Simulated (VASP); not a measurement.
# Pt2F (Fm-3m) in VASP: reference runs

How does Pt2F come out in PBE? The cell is run as given.

Program: VASP 6.6.1. These are calculated values, not measurements. Logs are shortened: lines on timing, memory, paths and dates and some standing lists are left out, and cuts for length are marked.

### 1 The structure

It takes space group Fm-3m (No. 225, cubic). Conventional cell: a = 5.705 Å, b = 5.705 Å, c = 5.705 Å, α = 90.00°, β = 90.00°, γ = 90.00°. Pt (site symmetry -43m) is surrounded by 4 F at 2.47 Å. Around F (site symmetry m-3m) lie 8 Pt at 2.47 Å.

The cell was built by a generator and needn't be a form met in nature.

### 2 Single point, PBE

INCAR

```
SYSTEM = Pt2F
PREC = Accurate
ENCUT = 520
EDIFF = 1E-7
ISMEAR = -1
SIGMA = 0.05
LREAL = .FALSE.
LASPH = .TRUE.
NELM = 60
ALGO = Normal
ISIF = 2
LWAVE = .FALSE.
LCHARG = .FALSE.
GGA = PE
NBANDS = 20
```

KPOINTS

```
regular mesh
0
G
  8 8 8
  0 0 0
```

POSCAR

```
Pt2F
1.0
    0.0000000000      2.8524300000      2.8524300000
    2.8524300000      0.0000000000      2.8524300000
    2.8524300000      2.8524300000      0.0000000000
Pt F
2 1
Direct
    0.2500000000      0.2500000000      0.2500000000
    0.7500000000      0.7500000000      0.7500000000
    0.0000000000      0.0000000000      0.0000000000
```

Potentials or basis: VASP PAW PBE potentials, release 64 (Pt, F).

The run is started by

```
> cat potpaw_PBE.64/Pt/POTCAR potpaw_PBE.64/F/POTCAR > POTCAR
> mpirun -np 1 vasp_std > vasp.out
```

OUTCAR:

```text
SYSTEM = Pt2F
   PREC = Accurate
   ENCUT = 520
   EDIFF = 1E-7
   ISMEAR = -1
   LREAL = .FALSE.
   LASPH = .TRUE.
   NELM = 60
   ISIF = 2
   GGA = PE

 ion  position               nearest neighbor table
   1  0.250  0.250  0.250-   3 2.47   3 2.47   3 2.47   3 2.47   2 2.85   2 2.85   2 2.85   2 2.85
                             2 2.85   2 2.85
   2  0.750  0.750  0.750-   3 2.47   3 2.47   3 2.47   3 2.47   1 2.85   1 2.85   1 2.85   1 2.85
                             1 2.85   1 2.85
   3  0.000  0.000  0.000-   2 2.47   2 2.47   2 2.47   1 2.47   2 2.47   1 2.47   1 2.47   1 2.47

  LATTYP: Found a face centered cubic cell.
 ALAT       =     5.7048600000

  Lattice vectors:

 A1 = (   0.0000000000,   2.8524300000,   2.8524300000)
 A2 = (   2.8524300000,   0.0000000000,   2.8524300000)
 A3 = (   2.8524300000,   2.8524300000,   0.0000000000)

Analysis of symmetry for initial positions (statically):
=====================================================================
 Subroutine PRICEL returns:
 Original cell was already a primitive cell.

 Routine SETGRP: Setting up the symmetry group for a
 face centered cubic supercell.

 Subroutine GETGRP returns: Found 48 space group operations
 (whereof 48 operations were pure point group operations)
 out of a pool of 48 trial point group operations.

The static configuration has the point symmetry O_h .

Analysis of symmetry for dynamics (positions and initial velocities):
=====================================================================
 Subroutine PRICEL returns:
 Original cell was already a primitive cell.

 Routine SETGRP: Setting up the symmetry group for a
 face centered cubic supercell.

 Subroutine GETGRP returns: Found 48 space group operations
 (whereof 48 operations were pure point group operations)
 out of a pool of 48 trial point group operations.

The dynamic configuration has the point symmetry O_h .

 Subroutine INISYM returns: Found 48 space group operations
 (whereof 48 operations are pure point group operations),
 and found     1 'primitive' translations

----------------------------------------------------------------------------------------

                                     Primitive cell

  volume of cell :      46.4168

  direct lattice vectors                    reciprocal lattice vectors
     0.000000000  2.852430000  2.852430000    -0.175289139  0.175289139  0.175289139
     2.852430000  0.000000000  2.852430000     0.175289139 -0.175289139  0.175289139
     2.852430000  2.852430000  0.000000000     0.175289139  0.175289139 -0.175289139

  length of vectors
     4.033945192  4.033945192  4.033945192     0.303609696  0.303609696  0.303609696

  position of ions in fractional coordinates (direct lattice)
     0.250000000  0.250000000  0.250000000
     0.750000000  0.750000000  0.750000000
     0.000000000  0.000000000  0.000000000

  ion indices of the primitive-cell ions
   primitive index   ion index
                 1           1
                 2           2
                 3           3

----------------------------------------------------------------------------------------

 KPOINTS: regular mesh

Automatic generation of k-mesh.
 Grid dimensions read from file:
 generate k-points for:    8    8    8

 Generating k-lattice:

  Cartesian coordinates                     Fractional coordinates (reciprocal lattice)
    -0.021911142  0.021911142  0.021911142     0.125000000  0.000000000  0.000000000
     0.021911142 -0.021911142  0.021911142     0.000000000  0.125000000  0.000000000
     0.021911142  0.021911142 -0.021911142     0.000000000  0.000000000  0.125000000

  Length of vectors
     0.037951212  0.037951212  0.037951212

  Shift w.r.t. Gamma in fractional coordinates (k-lattice)
     0.000000000  0.000000000  0.000000000

 Subroutine IBZKPT returns following result:
 ===========================================

 Found     29 irreducible k-points:

 Following reciprocal coordinates:
            Coordinates               Weight
  0.000000  0.000000  0.000000      1.000000
  0.125000  0.000000  0.000000      8.000000
  0.250000  0.000000  0.000000      8.000000
  0.375000  0.000000  0.000000      8.000000
  0.500000  0.000000  0.000000      4.000000
  0.125000  0.125000  0.000000      6.000000
[... 16 lines left out ...]
  0.500000  0.250000  0.125000     48.000000
 -0.375000  0.250000  0.125000     24.000000
 [... further k-points ...]
   k-points           NKPTS =     29   k-points in BZ     NKDIM =     29   number of bands    NBANDS=     20
   number of dos      NEDOS =    301   number of ions     NIONS =      3
   total plane-waves  NPLWV =  27000
   dimension x,y,z NGX =    30 NGY =   30 NGZ =   30
   dimension x,y,z NGXF=    60 NGYF=   60 NGZF=   60
   ions per type =               2   1
   NGX,Y,Z   is equivalent  to a cutoff of  12.36, 12.36, 12.36 a.u.
   NGXF,Y,Z  is equivalent  to a cutoff of  24.73, 24.73, 24.73 a.u.
 SYSTEM =  Pt2F
   PREC   = accura    normal or accurate (medium, high low for compatibility)
   ISTART =      0    job   : 0-new  1-cont  2-samecut
   ICHARG =      2    charge: 1-file 2-atom 10-const
   ISPIN  =      1    spin polarized calculation?
   LNONCOLLINEAR =      F non collinear calculations
   LSORBIT =      F    spin-orbit coupling
   LASPH  =      T    aspherical Exc in radial PAW
   ENCUT  =  520.0 eV  38.22 Ry    6.18 a.u.   7.50  7.50  7.50*2*pi/ulx,y,z
   NELM   =     60;   NELMIN=  2; NELMDL= -5     # of ELM steps
   EDIFF  = 0.1E-06   stopping-criterion for ELM
   LREAL  =      F    real-space projection
   EDIFFG = 0.1E-05   stopping-criterion for IOM
   NSW    =      0    number of steps for IOM
   IBRION =     -1    ionic relax: 0-MD 1-quasi-New 2-CG
   NFREE  =      0    steps in history (QN), initial steepest desc. (CG)
   ISIF   =      2    stress and relaxation
   ISYM   =      2    0-nonsym 1-usesym 2-fastsym
   POTIM  = 0.5000    time-step for ionic-motion
   TEBEG  =    0.0;   TEEND  =   0.0 temperature during run
   PSTRESS=    0.0 pullay stress
   NELECT =      27.0000    total number of electrons
   NUPDOWN=      -1.0000    fix difference up-down
   EMIN   =  10.00;   EMAX   =-10.00  energy-range for DOS
   EFERMI =   0.00;   METHOD = LEGACY
   ISMEAR =    -1;   SIGMA  =   0.05  broadening in eV -4-tet -1-fermi 0-gaus
   EFERMI_NEDOS =   21; number of points for ismear=-14 and -15
   IALGO  =     38    algorithm
   IMIX   =      4    mixing-type and parameters
     AMIX     =   0.40;   BMIX     =  1.00
     AMIX_MAG =   1.60;   BMIX_MAG =  1.00
  volume/ion in A,a.u.               =      15.47       104.41
  Fermi-wavevector in a.u.,A,eV,Ry     =   1.366588  2.582478 25.409752  1.867564
  Thomas-Fermi vector in A             =   2.492716
   LORBIT       =      0    0 simple, 1 ext, 2 COOP (PROOUT), +10 PAW based schemes
   GGA     = PE    functional components
   LHFCALC =     F    Hartree Fock is set to
   AEXX    =    0.0000 exact exchange contribution
   IVDW    =     0    specifies the selected vdW correction
   LEPSILON=     F    determine dielectric tensor
   LRPA    =     F    only Hartree local field effects (RPA)
 non-spin polarized calculation
  energy-cutoff  :      520.00
  volume of cell :       46.42
 maximum number of plane-waves:      1283
 NGX is ok and might be reduce to    30
   NGX = 15   NGY = 15   NGZ = 15

 number of electron      27.0000006 magnetization

 Free energy of the ion-electron system (eV)
  ---------------------------------------------------
  ext. energy  EPLUGINS =         0.00000000
  ---------------------------------------------------
  free energy    TOTEN  =       -11.90135934 eV

  energy without entropy =      -11.83636153  energy(sigma->0) =      -11.86886043

 E-fermi :   6.2545     XC(G=0): -11.8271

 val. band max:        6.2525759917   @ k =  -0.3750   0.3750   0.1250
 cond. band min:       6.2594233869   @ k =   0.1250   0.1250   0.0000
 fundamental gap:      0.0068473952
 Fermi energy:         6.2544572285

 k-point     1 :       0.0000    0.0000    0.0000
  band No.  band energies     occupation
      1     -17.2585      2.00000
      2      -0.1558      2.00000
      3      -0.1558      2.00000
      4      -0.1558      2.00000
      5       1.1766      2.00000
      6       2.1562      2.00000
[... 12 lines left out ...]
     19      17.7433      0.00000
     20      19.7923      0.00000

 k-point     2 :       0.1250    0.0000    0.0000
  band No.  band energies     occupation
      1     -17.2496      2.00000
      2      -0.3378      2.00000
      3      -0.1015      2.00000
      4      -0.1015      2.00000
      5       1.7444      2.00000
      6       2.2896      2.00000
[... 12 lines left out ...]
     19      18.5945      0.00000
     20      19.5956      0.00000

 k-point     3 :       0.2500    0.0000    0.0000
  band No.  band energies     occupation
      1     -17.2278      2.00000
      2      -0.4460      2.00000
      3       0.0372      2.00000
      4       0.0372      2.00000
      5       2.6818      2.00000
      6       2.6818      2.00000
[... 12 lines left out ...]
     19      17.8389      0.00000
     20      19.8848      0.00000

 k-point     4 :       0.3750    0.0000    0.0000
  band No.  band energies     occupation
      1     -17.2064      2.00000
      2      -0.3498      2.00000
      3       0.1894      2.00000
      4       0.1894      2.00000
      5       3.3002      2.00000
      6       3.3002      2.00000
[... 429 lines left out ...]
 k-point    23 :       0.5000    0.2500    0.1250
  band No.  band energies     occupation
      1     -17.1954      2.00000
      2      -0.4126      2.00000
      3       0.1910      2.00000
      4       0.3349      2.00000
      5       2.9116      2.00000
      6       3.3953      2.00000
[... 12 lines left out ...]
     19      17.9186      0.00000
     20      19.2367      0.00000

 k-point    24 :      -0.3750    0.2500    0.1250
  band No.  band energies     occupation
      1     -17.1884      2.00000
      2      -0.1836      2.00000
      3       0.0424      2.00000
      4       0.3955      2.00000
      5       3.3313      2.00000
      6       3.3703      2.00000
[... 12 lines left out ...]
     19      18.6158      0.00000
     20      18.8078      0.00000

 [... further k-points ...]

------------------------ aborting loop because EDIFF is reached ----------------------------------------

  FORCE on cell =-STRESS in cart. coord.  units (eV):
  Direction    XX          YY          ZZ          XY          YZ          ZX
  --------------------------------------------------------------------------------------
  -------------------------------------------------------------------------------------
  Total       -0.0743504     -0.0743504     -0.0743504     -0.0000000      0.0000000     -0.0000000
  in kB       -2.5663678     -2.5663678     -2.5663678     -0.0000000      0.0000000     -0.0000000
  external PRESSURE =      -2.5663678 kB  Pullay stress =       0.0000000 kB

 VOLUME and BASIS-vectors are now :
 -----------------------------------------------------------------------------
  energy-cutoff  :      520.00
  volume of cell :       46.42
      direct lattice vectors                 reciprocal lattice vectors
     0.000000000  2.852430000  2.852430000    -0.175289139  0.175289139  0.175289139
     2.852430000  0.000000000  2.852430000     0.175289139 -0.175289139  0.175289139
     2.852430000  2.852430000  0.000000000     0.175289139  0.175289139 -0.175289139

 POSITION                                       TOTAL-FORCE (eV/Angst)
 -----------------------------------------------------------------------------------
      1.42622      1.42622      1.42622        -0.000000     -0.000000     -0.000000
      4.27865      4.27865      4.27865         0.000000      0.000000      0.000000
      0.00000      0.00000      0.00000        -0.000000      0.000000      0.000000
 -----------------------------------------------------------------------------------
    total drift:                                0.000000     -0.000000      0.000000

  FREE ENERGIE OF THE ION-ELECTRON SYSTEM (eV)
  ---------------------------------------------------
  free  energy   TOTEN  =       -11.9013593385 eV

  energy  without entropy=      -11.8363615266  energy(sigma->0) =      -11.86886043
```

Run time: 25 s. Hardware: 1 thread of Intel Xeon Platinum 8259CL at 2.50GHz (Skylake/Cascade Lake), shared host; peak memory 0.18 GiB.

Results:

```yaml
Free_energy: -11.9014 eV
Pressure: -0.3 GPa
Band_gap_on_the_k_mesh: none (metal or under the smearing width)
```

Levels at points of the mesh, in eV from the Fermi level:
| k point | band 11 | band 12 | band 13 | band 14 | band 15 | band 16 | band 17 | band 18 |
| --- | --- | --- | --- | --- | --- | --- | --- | --- |
| (0.00, 0.00, 0.00) | -0.05 | -0.05 | -0.05 | 1.14 | 1.14 | 7.96 | 7.96 | 7.96 |
| (0.50, 0.00, 0.00) | -1.53 | -1.52 | -0.66 | -0.10 | -0.10 | 1.57 | 10.65 | 10.65 |
| (0.50, 0.50, 0.00) | -0.90 | -0.90 | 0.10 | 1.05 | 2.30 | 3.78 | 6.36 | 6.62 |

Caveat: an odd number of electrons without spin polarisation forces a metal; a magnetic or distorted state may lie lower. The run has no spin-orbit coupling, so splittings on Pt are missing.
